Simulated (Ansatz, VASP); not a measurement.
## GaSi63H (Ga-H pair in Si) in two plane-wave programs

Aim: how closely do two programs agree when they are given the same cell, functional and k mesh? The cell is taken from a series of runs on this material, whose earlier steps may have relaxed, scaled, displaced or heated it; both programs get it as it stands.

Method: plane waves, with VASP 6.6.1 beside it; single point at r2SCAN, in Ansatz 0.2.0.

### Step 1. Starting point

The cell holds 65 atoms: 63 Si, 1 Ga and 1 H. Cell: a = 10.888 Å, b = 10.888 Å, c = 10.888 Å, α = 90.0°, β = 90.0°, γ = 90.0°. It derives from Si (Si (Fd-3m)). Nearest the centre at fractional (0.346, 0.346, 0.346): Ga64 at 0.99 Å, H65 at 1.09 Å, Si4 at 2.11 Å, Si26 at 2.69 Å, Si41 at 2.69 Å, Si48 at 2.70 Å, Si5 at 3.43 Å, Si6 at 3.50 Å.

### Step 2. Ansatz: single point, r2SCAN, pair 1

Ansatz runs on its default PAW (the set named soft_2) files.

A single point gives forces, pressure and levels at one fixed geometry, so differences don't come from the geometry; what else differs is listed under the comparison.

The input, input.yaml:

```yaml
crystal:
  lattice:
    - [10.88847935, 0.0, 0.0]
    - [0.0, 10.88847935, 0.0]
    - [0.0, 0.0, 10.88847935]
  atoms:
    - { symbol: Si, position: [0.000688792, 0.000787437, 0.250337195] }
    - { symbol: Si, position: [-0.003446246, 0.248863852, -0.002890324] }
    - { symbol: Si, position: [0.248623681, -0.003866355, -0.003402764] }
    - { symbol: Si, position: [0.234742182, 0.234662396, 0.232765377] }
    - { symbol: Si, position: [0.124110207, 0.124125209, 0.379088041] }
    - { symbol: Si, position: [0.119246407, 0.375382617, 0.119892809] }
    - { symbol: Si, position: [0.374836307, 0.118784368, 0.119373832] }
    - { symbol: Ga, position: [0.39689074, 0.397262498, 0.400715362] }
    - { symbol: Si, position: [-0.00070474, -0.000596819, 0.749484143] }
    - { symbol: Si, position: [-0.000647281, 0.251509831, 0.501578289] }
    - { symbol: Si, position: [0.251558749, -0.00048348, 0.501617676] }
    - { symbol: Si, position: [0.249760105, 0.249869622, 0.750466819] }
    - { symbol: Si, position: [0.124361945, 0.12447268, 0.874318943] }
    - { symbol: Si, position: [0.123429903, 0.376098988, 0.628107325] }
    - { symbol: Si, position: [0.376132834, 0.123702986, 0.628094682] }
    - { symbol: Si, position: [0.37485972, 0.374913916, 0.87547509] }
    - { symbol: Si, position: [-0.000825282, 0.499855939, 0.250435332] }
    - { symbol: Si, position: [-0.000350849, 0.749684632, 0.000497392] }
    - { symbol: Si, position: [0.25063153, 0.499867355, 0.000807638] }
    - { symbol: Si, position: [0.249921544, 0.74962901, 0.250597278] }
    - { symbol: Si, position: [0.123429673, 0.626246978, 0.375505389] }
    - { symbol: Si, position: [0.125005762, 0.874545789, 0.125637217] }
    - { symbol: Si, position: [0.3759898, 0.625561035, 0.125987306] }
    - { symbol: Si, position: [0.375165662, 0.874596601, 0.375609656] }
    - { symbol: Si, position: [-0.001181846, 0.500387154, 0.751990752] }
    - { symbol: Si, position: [-0.000935671, 0.75057055, 0.499920893] }
    - { symbol: Si, position: [0.243569177, 0.504741797, 0.505408734] }
    - { symbol: Si, position: [0.250042511, 0.750401525, 0.750968168] }
    - { symbol: Si, position: [0.125496343, 0.625245419, 0.876136979] }
    - { symbol: Si, position: [0.125090455, 0.874722003, 0.625311781] }
    - { symbol: Si, position: [0.374053919, 0.626437181, 0.626840932] }
    - { symbol: Si, position: [0.375593519, 0.873424803, 0.874750937] }
    - { symbol: Si, position: [0.499571725, -0.000613618, 0.2503551] }
    - { symbol: Si, position: [0.499600347, 0.250499569, 0.000823485] }
    - { symbol: Si, position: [0.749694651, -0.000180914, 0.000555914] }
    - { symbol: Si, position: [0.749459151, 0.250048793, 0.25062968] }
    - { symbol: Si, position: [0.625876872, 0.123756237, 0.375517805] }
    - { symbol: Si, position: [0.625261409, 0.375971718, 0.126017001] }
    - { symbol: Si, position: [0.874540871, 0.125207784, 0.125726839] }
    - { symbol: Si, position: [0.874496283, 0.375248847, 0.375623784] }
    - { symbol: Si, position: [0.500340941, -0.001051485, 0.751918982] }
    - { symbol: Si, position: [0.504829875, 0.244186112, 0.505715758] }
    - { symbol: Si, position: [0.750238309, -0.000764714, 0.499831244] }
    - { symbol: Si, position: [0.750598781, 0.250095984, 0.751229175] }
    - { symbol: Si, position: [0.625208258, 0.125559035, 0.876166855] }
    - { symbol: Si, position: [0.626705351, 0.374207009, 0.627182674] }
    - { symbol: Si, position: [0.874541604, 0.125076498, 0.625273434] }
    - { symbol: Si, position: [0.87360726, 0.375605497, 0.875113462] }
    - { symbol: Si, position: [0.506805763, 0.506975331, 0.249096181] }
    - { symbol: Si, position: [0.499565787, 0.749562846, 0.000109184] }
    - { symbol: Si, position: [0.749317398, 0.499525209, 0.000109353] }
    - { symbol: Si, position: [0.752754072, 0.752852953, 0.250212542] }
    - { symbol: Si, position: [0.629427005, 0.629465923, 0.375516165] }
    - { symbol: Si, position: [0.624937998, 0.874850943, 0.125344428] }
    - { symbol: Si, position: [0.87460644, 0.624981446, 0.125262201] }
    - { symbol: Si, position: [0.876589263, 0.876792785, 0.375464141] }
    - { symbol: Si, position: [0.499441201, 0.499519445, 0.749906013] }
    - { symbol: Si, position: [0.500091123, 0.749918544, 0.5006714] }
    - { symbol: Si, position: [0.749933026, 0.500219228, 0.500752484] }
    - { symbol: Si, position: [0.749539169, 0.749668265, 0.7504498] }
    - { symbol: Si, position: [0.624490672, 0.624597057, 0.875249123] }
    - { symbol: Si, position: [0.625110028, 0.875121709, 0.62568083] }
    - { symbol: Si, position: [0.875079785, 0.625279443, 0.625748188] }
    - { symbol: Si, position: [0.874796146, 0.874892609, 0.875497719] }
    - { symbol: H, position: [0.308665476, 0.304354628, 0.262303842] }
basis:
  ecutwfc: 500
  xc_grid: 2
hamiltonian:
  xc: r2scan
kpoints:
  mp_grid: { grid: [1, 1, 1], shift: [0.25, 0.25, 0.25] }
scf:
  occupations: { method: fermi_dirac, width: 0.01 }
  max_iter: 120
output:
  forces: true
checkpoint:
  read: "../relax.run"
```

Command:

```console
> ansatz run input.yaml --threads 4 --pin off --max-ram 7536MiB --backend cpu --events-out ev --progress --plain --runs-dir out
```

Numbers of over 12 decimals in the logs are rounded to 6 here.

The program printed:

```text
Warning: checkpoint.read: the run can stay near the saved state's solution: 5 site(s) moved relative to the saved geometry (max |Δs| = 2.079e-2 fractional); the SCF starts from the saved state under `checkpoint.density_extrapolation: transplant`, in force with no word given; its orbitals are not used off its sites. A run without `checkpoint.read` takes nothing of the state. A lower free energy from it at the same positions (and U, V and field ramp, if any) shows a solution that this start missed, and an equal or higher one rules none out (checkpoint.read, Limitations, in the input reference)
Engine: ansatz 0.2.0, x86_64-unknown-linux-gnu
Pseudopotentials: kind: paw
Pseudopotential: Si, paw, valence charge 4, recommended cutoff 500 eV (meta_gga), Si.paw.azcp
Pseudopotential: Ga, paw, valence charge 13, recommended cutoff 500 eV (meta_gga), Ga.paw.azcp
Pseudopotential: H, paw, valence charge 1, recommended cutoff 500 eV (meta_gga), H.paw.azcp
Functional definition: r2SCAN
  parameter k0 = 0.174
  parameter k1 = 0.065
  parameter a1 = 4.9479
  exchange = r2scan_x(k0 = k0, k1 = k1, a1 = a1)
  correlation = r2scan_c
Crystal: 65 atoms, lattice volume = 1290.927 Å³
Basis set: ecut = 500 eV, 32795 PW (Γ), exchange–correlation on 160×160×160 points (8 copies of the dense FFT grid, shifted against one another)
Bands: 198, of which v1, the nominal top of the filled ones, is band 133 counted from 1 (132 counted from 0)
Symmetry: 1 space group operations
Space group: P1 (ITA 1), of the structure as read, at distance tolerance 1.1e-4 Å
k-points: 1
Non-local potential: Si, projectors of the file, l = 0: 2, l = 1: 2, l = 2: 2
Non-local potential: Ga, projectors of the file, l = 0: 2, l = 1: 2, l = 2: 3, l = 3: 1
Non-local potential: H, projectors of the file, l = 0: 2, l = 1: 1
PAW form: soft (Blöchl's): semilocal exchange-correlation on the pseudo side does not see the compensation charge
PAW frozen core: Si, regenerated for the run's functional (the file was generated under x = pbe(κ = 0.804, μ = 0.219515), c = pbe(β = 0.066725))
PAW frozen core: Ga, regenerated for the run's functional (the file was generated under x = pbe(κ = 0.804, μ = 0.219515), c = pbe(β = 0.066725))
PAW one-centre angular grid: Si, 302 points (default); XC on 160 Gauss nodes
PAW one-centre angular grid: Ga, 590 points (default); XC on 160 Gauss nodes
PAW one-centre angular grid: H, 302 points (default); XC on 160 Gauss nodes
Initial density: read from a saved state, or passed on in memory by an earlier SCF of this step, an earlier step, the calling program or the single point that the run made first, carried with its atoms to this geometry
Initial wavefunctions: pseudopotential atomic-orbital guess
Functional: x = r2scan, c = r2scan; τ floored in thin density (d = 2e-4 eV/Å³)
iter 1 solved again at ethr=3.28e-4 eV; its pass at ethr=3.10e-3 eV (dr2=8.72e-1 eV) is discarded
SCF iter   1: F=—  HF=-44064.599623 eV  |F-HF|=—  |Δ(HF+E_count)|=         —  Δρ=9.64e-3  dr2=8.75e-1  dr2_τ=5.06e-2  ethr=3.28e-4  ⟨swp⟩=7.0  Hψ=1253  notcnv=0
preconditioner: auto → Resta (q_TF=auto, 2.097 Å⁻¹)  ε∞=4.7  [insulator: Δε(μ)=1.286 eV  Ē_g=8.738 eV  σ=0.010 eV  W_gap=1.00  n_scr=202 (ndim 8)  ℏωp=16.9 eV  f_vac=0.000  D(μ)=0.00/eV (n_scr^D=0)  ε∞_Penn≈4.7]
SCF iter   2: F=—  HF=-44064.407983 eV  |F-HF|=—  |Δ(HF+E_count)|=   1.92e-1  Δρ=4.58e-3  dr2=1.78e-1  dr2_τ=5.40e-3  ethr=3.28e-4  ⟨swp⟩=3.0  Hψ=436  notcnv=0
SCF iter   3: F=—  HF=-44064.368192 eV  |F-HF|=—  |Δ(HF+E_count)|=   3.98e-2  Δρ=4.82e-4  dr2=3.12e-3  dr2_τ=4.13e-5  ethr=6.69e-5  ⟨swp⟩=3.0  Hψ=367  notcnv=0  defer=34
SCF iter   4: F=—  HF=-44064.368577 eV  |F-HF|=—  |Δ(HF+E_count)|=   3.85e-4  Δρ=1.60e-4  dr2=3.21e-4  dr2_τ=4.52e-6  ethr=1.17e-6  ⟨swp⟩=2.0  Hψ=278  notcnv=0  defer=14
automatic band count: iteration 4 solves 154 bands in place of 198: the levels show a gap, and the empty bands left out lie too high to hold charge; the band table lists the bands solved (type scf.n_extra_bands for more)
SCF iter   5: F=—  HF=-44064.368597 eV  |F-HF|=—  |Δ(HF+E_count)|=   2.00e-5  Δρ=9.24e-5  dr2=7.29e-5  dr2_τ=1.48e-6  ethr=1.21e-7  ⟨swp⟩=2.0  Hψ=272  notcnv=0  defer=14
SCF iter   6: F=—  HF=-44064.368497 eV  |F-HF|=—  |Δ(HF+E_count)|=   9.97e-5  Δρ=2.46e-5  dr2=5.83e-6  dr2_τ=1.36e-7  ethr=2.74e-8  ⟨swp⟩=2.0  Hψ=272  notcnv=0  defer=14
SCF iter   7: F=—  HF=-44064.368501 eV  |F-HF|=—  |Δ(HF+E_count)|=   3.78e-6  Δρ=5.89e-6  dr2=6.00e-7  dr2_τ=8.76e-9  ethr=2.19e-9  ⟨swp⟩=2.0  Hψ=272  notcnv=0  defer=14
SCF iter   8: F=-44064.368502 eV  HF=-44064.368502 eV  |F-HF|=2.38e-9  |Δ(HF+E_count)|=   3.22e-7  Δρ=9.71e-7  dr2=2.15e-8  dr2_τ=2.81e-10  ethr=3.76e-11  ⟨swp⟩=5.0  Hψ=583  notcnv=0
SCF 1 converged in 8 iterations: F = -44064.368502 eV  dr2 = 2.15e-8
  greatest PAW one-centre occupation: 0.994 electrons in one spin orbital (limit 2), on the Ga atom at site 7 (counted from 0), in its partial waves of l = 2
SCF converged after 8 iterations
Free energy (F): -44064.368502 eV
Harris-Foulkes:  -44064.368502 eV  (|F-HF|=2.38e-9)
Internal energy: -44064.368502 eV  (E = F + TS)
E sigma→0 (E₀):  -44064.368502 eV
Fermi energy:    6.514676 eV
--- Per-component energies (eV) ---
  E_band       = 124.080744
  E_kinetic    = 2687.457522
  E_local      = -4529.852157  (includes V_loc(G=0)·N_el)
  E_nonlocal   = 2006.166135
  E_hartree    = 1812.419546
  E_xc         = -3321.679843
  E_vxc        = -3213.349761  (∫ρ·V_xc dr)
  E_paw        = -34731.258011  (= ΣΔE_a)
  E_vpaw       = -577.891667  (= ΣTr[D̂ρ^β])
  E_aug_tail   = -0.000379  (compensation charges beyond the density's cutoff)
  E_vtau       = 126.712290  (kinetic-family band-sum trace: ∫τ·v_τ [+ j·A + Jᵃ·Aᵃ] dr)
  E_ewald      = -7982.152966
  E_core_change = -5.468348  (= ΣΔE_core)
  E_smearing   = -0.000000  (= −TS)
  E_closure    = -0.000000  (closes the sum)
  Σ components = -44064.368502   (vs F -44064.368502, Δ=0.00e0)
--- Forces (eV/Å), atoms counted from 1 ---
  atom   1  Si     0.00285123     0.00122130     0.04141576
  atom   2  Si    -0.00605502     0.07067248    -0.00737121
  atom   3  Si     0.06968212    -0.00404410    -0.00491990
  atom   4  Si    -8.63715580    -8.14393834    -3.64157367
  atom   5  Si     0.01205694     0.00881659    -0.03921445
  atom   6  Si    -0.12791564    -0.10771567    -0.10233977
  atom   7  Si    -0.10809837    -0.14635089    -0.11899548
  atom   8  Ga    -0.12537055    -0.14964172    -0.42819013
  atom   9  Si     0.00133572     0.00167492     0.00177977
  atom  10  Si     0.00607812    -0.01355519    -0.00721237
  atom  11  Si    -0.01400829     0.00473582    -0.00580880
  atom  12  Si     0.00258356     0.00202893     0.00429267
  atom  13  Si    -0.00212656    -0.00210882     0.00494522
  atom  14  Si    -0.01100444    -0.00898783     0.00841657
  atom  15  Si    -0.00938984    -0.01030425     0.00751307
  atom  16  Si     0.00009113     0.00119383     0.00081820
  atom  17  Si     0.00685385    -0.01216497    -0.01111321
  atom  18  Si     0.00097351     0.00089803     0.00076311
  atom  19  Si    -0.00801528    -0.00605825     0.00952337
  atom  20  Si     0.00189074     0.00187851     0.00108374
  atom  21  Si    -0.00788136     0.01113224    -0.01286704
  atom  22  Si    -0.00222301     0.00324034    -0.00342497
  atom  23  Si     0.00042888     0.00787707    -0.00999716
  atom  24  Si    -0.00104777    -0.00018273     0.00066074
[...]
atom  58  Si     0.00255856     0.00335943    -0.00281637
  atom  59  Si     0.00241118     0.00206385    -0.00274895
  atom  60  Si     0.00108573     0.00033414    -0.00063875
  atom  61  Si     0.00416002     0.00423465     0.00791481
  atom  62  Si     0.00368175     0.00465381     0.00388797
  atom  63  Si     0.00419286     0.00328392     0.00427006
  atom  64  Si    -0.00093165     0.00006320     0.00083821
  atom  65  H      9.22789187     8.77096109     4.51099299
  max |Σ_I F_I| component: 9.51e-3 eV/Å
```

In the SCF lines HF is the Harris–Foulkes energy and dr2 the Hartree energy of the density residual, in eV; the loop may stop once dr2 is under the threshold and the program's other checks hold. Hψ counts applications of the Hamiltonian.

(Part 1 of 3 ends here.)

[Lines on the potential files, build, host, timing and source positions are cut from VASP's logs without a mark.]

[Logs are printed without paths, hosts, clocks, repeated set-up lines and the standing remarks that a program may print on its own settings, such as how far it seeks lower states.]

[Hosts, paths, dates, database ids (printed as entryN), source tags and the programs' standing remarks are cut or masked in the printed files.]
